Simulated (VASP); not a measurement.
Set up this calculation in VASP 6.6.1, as the native input.

| Quantity | Value |
| --- | --- |
| Task | relaxation of the atoms |
| Functional | PBEsol |
| Potentials or basis | VASP PAW PBE potentials, release 64 (Na_pv, Cl) |
| Cutoff | 600 eV |
| k mesh | 8 × 8 × 8 |
| Occupations | gaussian, width 0.03 eV |
| Spin | no spin polarisation |
| Further INCAR settings | ALGO = Normal; EDIFF = 1e-07; IBRION = 2; EDIFFG = -0.01; NSW = 40 |

The structure of NaCl lies in POSCAR:

```
NaCl                                    
1.0
   -0.0000000000      2.8588551266      2.8588551266
    2.8588551266     -0.0000000000      2.8588551266
    2.8588551266      2.8588551266     -0.0000000000
  Na              Cl            
     1     1
Direct
     0.0000000000000000    0.0000000000000000    0.0000000000000000
     0.5000000000000000    0.5000000000000000    0.5000000000000000
```

The cell isn't the ideal one: a relaxed cell with its volume scaled by 1.06.

The input as run:

INCAR

```
PREC     = Accurate       # precision mode
ENCUT    = 600            # plane-wave cutoff, eV
EDIFF    = 1E-7           # SCF threshold, eV
ISMEAR   = 0              # smearing method
SIGMA    = 0.03           # smearing width, eV
LREAL    = False          # projectors in reciprocal space
LASPH    = True           # aspherical terms in the spheres
NELM     = 80             # most SCF steps
ALGO     = Normal         # electronic algorithm
ISIF     = 2              # what is computed and relaxed
LWAVE    = False          # write WAVECAR
LCHARG   = False          # write CHGCAR
GGA      = PS             # functional
IBRION   = 2              # ionic algorithm
NSW      = 40             # ionic steps
EDIFFG   = -0.01          # ionic threshold
```

KPOINTS

```
Automatic mesh
0
Gamma
  8 8 8
```

Potentials or basis: VASP PAW PBE potentials, release 64 (Na_pv, Cl).

Run with:

```console
$ cat potpaw_PBE.64/Na_pv/POTCAR potpaw_PBE.64/Cl/POTCAR > POTCAR
$ mpirun -np 1 vasp_std > vasp.out
```

It gave:

```json
{"Pressure after relaxing": "-1.3 GPa", "Band gap on the k mesh": "4.79 eV, direct"}
```

Caveat: the relaxation stopped at its first step, so nothing moved; the PAW data sets were made with another functional, which shifts forces and pressure a little.

Run time: 6.2 s on 1 thread of Intel(R) Xeon(R) 6975P-C (Granite Rapids), with other jobs on the host, peak memory 0.17 GiB.
